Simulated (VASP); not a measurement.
# LiBe12 in VASP: notebook, part 2 of 2

VASP 6.6.1.

## (3) Single point, r2SCAN

POSCAR

```
LiBe12
1.0
    4.5800000000      0.0000000000      0.0000000000
    2.2900000000      3.9663960000      0.0000000000
    0.0000000000      0.0000000000     16.5884300000
Be Li
12 1
Direct
    0.0000000000      0.0000000000      0.0602829804
    0.5000000000      0.0000000000      0.0602829804
   -0.0000002521      0.5000005042      0.0602829804
    0.4999997479      0.5000005042      0.0602829804
   -0.2046565082      0.3721514443      0.1687501469
    0.3705745158      0.3015583921      0.1751883692
   -0.1954686903      0.8559155465      0.1660313845
    0.3114975879      0.8526380119      0.1627278772
   -0.0235476773      0.0330778873      0.2642444161
    0.5166629260      0.0108662877      0.2856870723
    0.0152336165      0.5170436840      0.2750712394
    0.5264628252      0.4926638692      0.2821364047
    0.0770718049      0.7510092285      0.3875110544
```

INCAR.step1

```
  ALGO = Normal
  EDIFF = 1E-4
  ENCUT = 520
  GGA = PE
  ISMEAR = -1
  LASPH = T
  LCHARG = F
  LREAL = F
  LWAVE = T
  NBANDS = 26
  NELM = 100
  PREC = Accurate
  SIGMA = 0.05
```

INCAR.step2

```
  ALGO = Normal
  EDIFF = 1E-7
  ENCUT = 520
  ISIF = 2
  ISMEAR = -1
  ISTART = 1
  LASPH = T
  LCHARG = F
  LMIXTAU = T
  LREAL = F
  LWAVE = F
  METAGGA = R2SCAN
  NBANDS = 26
  NELM = 100
  PREC = Accurate
  SIGMA = 0.05
```

KPOINTS

```
k-points
0
Gamma
  4 4 1
```

Potentials or basis: VASP PAW PBE potentials, release 64 (Be, Li_sv).

Command:

```
> cat potpaw_PBE.64/Be/POTCAR potpaw_PBE.64/Li_sv/POTCAR > POTCAR
> cp INCAR.step1 INCAR
> mpirun -np 1 vasp_std > vasp.out
> cp INCAR.step2 INCAR
> mpirun -np 1 vasp_std > vasp.out
```

OUTCAR:

```text
EDIFF = 1E-7
   ENCUT = 520
   ISIF = 2
   ISMEAR = -1
   ISTART = 1
   LASPH = T
   LREAL = F
   METAGGA = R2SCAN
   NELM = 100
   PREC = Accurate

 ion  position               nearest neighbor table
   1  0.000  0.000  0.060-   8 2.10   7 2.21   3 2.29   4 2.29   2 2.29   2 2.29   4 2.29   3 2.29
                             5 2.33
   2  0.500  0.000  0.060-   7 2.13   8 2.16   6 2.25   4 2.29   3 2.29   1 2.29   1 2.29   3 2.29
                             4 2.29
   3  1.000  0.500  0.060-   5 2.24   7 2.25   1 2.29   2 2.29   4 2.29   4 2.29   1 2.29   2 2.29
[... 7 lines left out ...]
   7  0.805  0.856  0.166-   6 2.02   2 2.13   9 2.14   1 2.21   5 2.24   3 2.25  11 2.26   8 2.27
[... 503 lines left out ...]
  energy-cutoff  :      520.00
  volume of cell :      301.35
      direct lattice vectors                 reciprocal lattice vectors
     4.580000000  0.000000000  0.000000000     0.218340611 -0.126059022  0.000000000
     2.290000000  3.966396000  0.000000000     0.000000000  0.252118044  0.000000000
     0.000000000  0.000000000 16.588430000     0.000000000  0.000000000  0.060282980

 POSITION                                       TOTAL-FORCE (eV/Angst)
 -----------------------------------------------------------------------------------
      0.00000      0.00000      1.00000        -0.307501      0.417022     -0.336924
      2.29000      0.00000      1.00000         0.007926      0.229663     -0.168896
      5.72500      1.98320      1.00000         0.120771     -0.106839      0.209892
      3.43500      1.98320      1.00000        -0.196348     -0.140564     -0.035953
      4.49490      1.47610      2.79930         0.989398     -0.469540     -0.275791
      2.38780      1.19610      2.90610        -0.839521      1.430399     -0.559563
      5.64480      3.39490      2.75420         0.658922     -0.915331      0.095777
      3.37920      3.38190      2.69940         0.344316     -0.413532      0.793596
      4.54790      0.13120      4.38340         0.609744     -0.531722      0.516490
      2.39120      0.04310      4.73910        -0.509071     -0.247068     -0.055221
      1.25380      2.05080      4.56300        -0.631042     -0.313111     -0.615484
      3.53940      1.95410      4.68020        -0.366208      0.784039     -0.205034
      2.07280      2.97880      6.42820         0.118615      0.276582      0.637112
 -----------------------------------------------------------------------------------
    total drift:                               -0.008233      0.001517      0.020391

  FREE ENERGIE OF THE ION-ELECTRON SYSTEM (eV)
  ---------------------------------------------------
  free  energy   TOTEN  =       -50.5317655581 eV

  energy  without entropy=      -50.5033463680  energy(sigma->0) =      -50.51755596
```

OUTCAR.step1:

```text
EDIFF = 1E-4
   ENCUT = 520
   GGA = PE
   ISMEAR = -1
   LASPH = T
[... 539 lines left out ...]
      2.39120      0.04310      4.73910        -0.473198     -0.226350     -0.046660
      1.25380      2.05080      4.56300        -0.605622     -0.297780     -0.572974
      3.53940      1.95410      4.68020        -0.355799      0.734313     -0.180412
      2.07280      2.97880      6.42820         0.120387      0.257545      0.511283
 -----------------------------------------------------------------------------------
    total drift:                               -0.000177      0.000056     -0.002450

  FREE ENERGIE OF THE ION-ELECTRON SYSTEM (eV)
  ---------------------------------------------------
  free  energy   TOTEN  =       -43.2531456088 eV

  energy  without entropy=      -43.2232138417  energy(sigma->0) =      -43.23817973
```

OSZICAR.step1:

```text
N       E                     dE             d eps       ncg     rms          rms(c)
DAV:   1     0.871620316210E+02    0.87162E+02   -0.90076E+03   520   0.777E+02
DAV:   2    -0.371963488840E+02   -0.12436E+03   -0.11864E+03   706   0.168E+02
DAV:   3    -0.465782053402E+02   -0.93819E+01   -0.92197E+01   856   0.378E+01
DAV:   4    -0.476234116678E+02   -0.10452E+01   -0.10355E+01   928   0.105E+01
DAV:   5    -0.478007243796E+02   -0.17731E+00   -0.17729E+00   784   0.281E+00    0.495E+00
DAV:   6    -0.444544246902E+02    0.33463E+01   -0.39237E+00   672   0.740E+00    0.241E+00
DAV:   7    -0.435945715936E+02    0.85985E+00   -0.13186E+00   688   0.420E+00    0.114E+00
DAV:   8    -0.433256952198E+02    0.26888E+00   -0.48993E-01   830   0.260E+00    0.582E-01
DAV:   9    -0.432904714171E+02    0.35224E-01   -0.89275E-02   716   0.106E+00    0.457E-01
DAV:  10    -0.432608918613E+02    0.29580E-01   -0.38087E-02   658   0.796E-01    0.174E-01
DAV:  11    -0.432448019314E+02    0.16090E-01   -0.16271E-02   696   0.424E-01    0.155E-01
DAV:  12    -0.432479096821E+02   -0.31078E-02   -0.64263E-03   582   0.273E-01    0.729E-02
DAV:  13    -0.432475259322E+02    0.38375E-03   -0.14860E-03   602   0.149E-01    0.535E-02
DAV:  14    -0.432505948218E+02   -0.30689E-02   -0.11669E-03   578   0.101E-01    0.306E-02
DAV:  15    -0.432521091346E+02   -0.15143E-02   -0.48186E-04   662   0.690E-02    0.149E-02
DAV:  16    -0.432527464001E+02   -0.63727E-03   -0.96514E-05   526   0.340E-02    0.698E-03
DAV:  17    -0.432530956914E+02   -0.34929E-03   -0.41780E-05   528   0.202E-02    0.276E-03
DAV:  18    -0.432531456088E+02   -0.49917E-04   -0.65339E-06   546   0.886E-03
   1 F= -.43253146E+02 E0= -.43238180E+02  d E =-.299318E-01
```

Wall time 5.3 min (1 thread of Intel Xeon 6975P-C (Granite Rapids), shared host); peak memory 0.45 GiB.

What came out:

```
Free energy            : -50.5318 eV
Largest force          : 1.750 eV/Å
Band gap on the k mesh : none (metal or under the smearing width)
```

Forces in eV/Å, atoms in the order of the input:
```
Be  -0.308  0.417 -0.337
Be   0.008  0.230 -0.169
Be   0.121 -0.107  0.210
Be  -0.196 -0.141 -0.036
Be   0.989 -0.470 -0.276
Be  -0.840  1.430 -0.560
Be   0.659 -0.915  0.096
Be   0.344 -0.414  0.794
Be   0.610 -0.532  0.516
Be  -0.509 -0.247 -0.055
Be  -0.631 -0.313 -0.615
Be  -0.366  0.784 -0.205
Li   0.119  0.277  0.637
```

Caveat: the k mesh is coarse (spacing up to 0.40 Å⁻¹), so the values aren't converged; the PAW data sets were made with another functional, which shifts forces and pressure a little.

## (4) Single point, r2SCAN

POSCAR

```
LiBe12
1.0
    4.5800000000      0.0000000000      0.0000000000
    2.2900000000      3.9663960000      0.0000000000
    0.0000000000      0.0000000000     16.5884300000
Be Li
12 1
Direct
    0.0000000000      0.0000000000      0.0602829804
    0.5000000000      0.0000000000      0.0602829804
   -0.0000002521      0.5000005042      0.0602829804
    0.4999997479      0.5000005042      0.0602829804
   -0.1815516763      0.3761601212      0.1663448560
    0.3284653309      0.3460824386      0.1740188794
   -0.1648236832      0.8262412528      0.1657601111
    0.3159766584      0.8465619671      0.1672551290
   -0.0041219882      0.0282876445      0.2640997370
    0.5134288999      0.0065046455      0.2879537123
    0.0090823268      0.5146737744      0.2696337146
    0.5108973163      0.5208254546      0.2848370822
    0.0338559509      0.7996680110      0.3896631568
```

INCAR.step1

```
SYSTEM = LiBe12
PREC = Accurate ; ENCUT = 520
ISMEAR = -1 ; SIGMA = 0.05
LREAL = .False. ; LASPH = .True.
NELM = 100 ; NBANDS = 26
GGA = PE ; ALGO = Normal
EDIFF = 1E-4 ; LWAVE = .True.
LCHARG = .False.
```

INCAR.step2

```
SYSTEM = LiBe12
PREC = Accurate ; ENCUT = 520
EDIFF = 1E-7 ; ISMEAR = -1
SIGMA = 0.05 ; LREAL = .False.
LASPH = .True. ; NELM = 100
ALGO = Normal ; ISIF = 2
LWAVE = .False. ; LCHARG = .False.
METAGGA = R2SCAN ; LMIXTAU = .True.
NBANDS = 26 ; ISTART = 1
```

KPOINTS

```
Automatic mesh
0
Gamma
  4 4 1
  0 0 0
```

Command:

```
> cat potpaw_PBE.64/Be/POTCAR potpaw_PBE.64/Li_sv/POTCAR > POTCAR
> cp INCAR.step1 INCAR
> mpirun -np 1 vasp_std > vasp.out
> cp INCAR.step2 INCAR
> mpirun -np 1 vasp_std > vasp.out
```

Run time: 5 min. Hardware: 1 thread of Intel Xeon 6975P-C (Granite Rapids), shared host; peak memory 0.44 GiB.

It converged, with:

- Free energy: -50.7852 eV
- Largest force: 1.022 eV/Å
- Band gap on the k mesh: none (metal or under the smearing width)

Forces in eV/Å, atoms in the order of the input:
```
Be  -0.035  0.286 -0.186
Be  -0.041  0.130  0.127
Be   0.176 -0.064 -0.200
Be  -0.100  0.066  0.081
Be  -0.452 -0.810  0.166
Be   0.536 -0.507 -0.657
Be   0.005  0.937  0.037
Be   0.809 -0.202 -0.001
Be  -0.152 -0.040  0.552
Be  -0.195  0.252 -0.618
Be  -0.380  0.110  0.942
Be  -0.212 -0.189 -0.525
Li   0.041  0.032  0.282
```

Levels at points of the mesh, in eV from the Fermi level:
| k point | band 10 | band 11 | band 12 | band 13 | band 14 | band 15 | band 16 | band 17 | band 18 | band 19 |
| --- | --- | --- | --- | --- | --- | --- | --- | --- | --- | --- |
| (0.00, 0.00, 0.00) | -1.99 | -1.91 | -1.82 | -1.65 | -1.58 | 0.97 | 2.72 | 2.88 | 3.09 | 3.59 |
| (0.50, 0.00, 0.00) | -2.31 | -2.18 | -0.16 | 0.19 | 0.30 | 0.98 | 3.13 | 3.52 | 3.59 | 3.77 |
| (0.50, 0.50, 0.00) | -2.36 | -2.17 | -0.08 | 0.15 | 0.47 | 0.70 | 3.06 | 3.34 | 3.41 | 3.82 |
| (0.00, 0.50, 0.00) | -2.26 | -2.21 | -0.07 | 0.16 | 0.43 | 0.67 | 2.99 | 3.30 | 3.55 | 3.76 |

Caveat: the k mesh is coarse (spacing up to 0.40 Å⁻¹), so the values aren't converged; the PAW data sets were made with another functional, which shifts forces and pressure a little.

## (5) Single point, r2SCAN

POSCAR

```
LiBe12
1.0
    4.5800000000      0.0000000000      0.0000000000
    2.2900000000      3.9663960000      0.0000000000
    0.0000000000      0.0000000000     16.5884300000
Be Li
12 1
Direct
    0.0000000000      0.0000000000      0.0602830000
    0.5000000000      0.0000000000      0.0602830000
    0.0000000000      0.5000000000      0.0602830000
    0.5000000000      0.5000000000      0.0602830000
   -0.1669490451      0.3338757749      0.1678304780
    0.3347461476      0.3305215761      0.1682448583
   -0.1694954371      0.8344967475      0.1680026531
    0.3350056875      0.8344897817      0.1680093339
   -0.0014229548      0.0028496903      0.2730278553
    0.5001101610     -0.0002113140      0.2812259449
   -0.0010638989      0.4988120827      0.2739870531
    0.5022336090      0.4988229950      0.2740139977
    0.1585469781      0.6822325781      0.3965272188
```

INCAR.step1

```
SYSTEM = LiBe12
PREC = Accurate
ENCUT = 520
ISMEAR = -1
SIGMA = 0.05
LREAL = .FALSE.
LASPH = .TRUE.
NELM = 100
NBANDS = 26
GGA = PE
ALGO = Normal
EDIFF = 1E-4
LWAVE = .TRUE.
LCHARG = .FALSE.
```

INCAR.step2

```
SYSTEM = LiBe12
PREC = Accurate
ENCUT = 520
EDIFF = 1E-6
ISMEAR = -1
SIGMA = 0.05
LREAL = .FALSE.
LASPH = .TRUE.
NELM = 100
ALGO = Normal
ISIF = 2
LWAVE = .FALSE.
LCHARG = .FALSE.
METAGGA = R2SCAN
LMIXTAU = .TRUE.
NBANDS = 26
ISTART = 1
```

KPOINTS

```
Automatic mesh
0
G
  4 4 1
  0 0 0
```

Command:

```
> cat potpaw_PBE.64/Be/POTCAR potpaw_PBE.64/Li_sv/POTCAR > POTCAR
> cp INCAR.step1 INCAR
> mpirun -np 1 vasp_std > vasp.out
> cp INCAR.step2 INCAR
> mpirun -np 1 vasp_std > vasp.out
```

It took 6 min on 1 thread of Intel Xeon Platinum 8488C (Sapphire Rapids), shared host; peak memory 0.44 GiB.

Results (log left out):

- Free energy: -51.1270 eV
- Largest force: 0.091 eV/Å
- Band gap on the k mesh: none (metal or under the smearing width)

Forces on the atoms (eV/Å):
```
Be   0.000  0.088 -0.022
Be  -0.001  0.009  0.016
Be  -0.067 -0.045 -0.010
Be   0.066 -0.045 -0.010
Be  -0.001  0.005 -0.003
Be   0.000 -0.012 -0.009
Be  -0.014  0.006 -0.010
Be   0.013  0.006 -0.010
Be  -0.001  0.012  0.013
Be   0.000  0.001  0.017
Be  -0.013 -0.003  0.007
Be   0.012 -0.004  0.007
Li   0.006 -0.019  0.013
```

Levels at points of the mesh, in eV from the Fermi level:
```csv
k point,band 11,band 12,band 13,band 14,band 15,band 16,band 17,band 18
"(0.00, 0.00, 0.00)",-1.92,-1.74,-1.74,-1.73,0.69,2.97,2.99,2.99
"(0.50, 0.00, 0.00)",-2.23,-0.03,0.13,0.55,0.71,2.80,3.09,3.63
"(0.50, 0.50, 0.00)",-2.23,-0.03,0.13,0.55,0.71,2.80,3.09,3.63
"(0.00, 0.50, 0.00)",-2.23,-0.02,0.13,0.56,0.70,2.79,3.08,3.64
```

Caveat: the k mesh is coarse (spacing up to 0.40 Å⁻¹), so the values aren't converged; the PAW data sets were made with another functional, which shifts forces and pressure a little.
